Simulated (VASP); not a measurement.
Given:

```
Al2Pt
1.0
    0.00000     2.94966     2.94966
    2.94966     0.00000     2.94966
    2.94966     2.94966     0.00000
Al Pt
2 1
Direct
  0.25000   0.25000   0.25000
  0.75000   0.75000   0.75000
  0.00000   0.00000   0.00000
```

These are r2SCAN meta-GGA, VASP's PBE PAW potentials (set 64) (plane waves; VASP) values and carry that method's errors. Settings: 480 eV cut-off, 8×8×8 Γ-centred mesh, first-order Methfessel-Paxton smearing of 0.10 eV, potentials Al Pt.

Each row applies one change to this cell, which was relaxed at other settings and keeps the small stress of the first row; at a fixed cut-off the stress holds a Pulay part, so it need not integrate to ΔE exactly. Stress is in GPa, positive when the cell is compressed.

| change | ΔE (meV/atom) | σxx | σyy | σzz | largest shear component, with its sign (GPa) | largest force (eV/Å) |
|---|---|---|---|---|---|---|
| none | 0.0 | 0.09 | 0.09 | 0.09 | 0.00 | 0.000 |
| uniaxial strain of +1.0 % along x | 0.9 | -1.56 | -1.17 | -1.17 | 0.00 | 0.000 |
| atom 3 (Pt) moved by 0.075 Å along y | 8.3 | 0.47 | 0.23 | 0.47 | 0.00 | 0.664 |
| atom 3 (Pt) moved by 0.075 Å along z | 8.3 | 0.47 | 0.47 | 0.23 | 0.00 | 0.664 |
| atom 2 (Al) moved by -0.200 Å along x | 43.5 | 2.00 | 1.30 | 1.30 | -5.21 | 1.352 |
| isotropic strain of +4.0 % | 95.3 | -12.86 | -12.86 | -12.86 | 0.00 | 0.000 |
| atom 2 (Al) moved by 0.075 Å along x | 5.9 | 0.55 | 0.19 | 0.19 | 2.03 | 0.476 |

Failed runs are left out, and for metals the shear rows, which the mesh's noise covers.

The compound is PtAl2 in the fluorite structure.
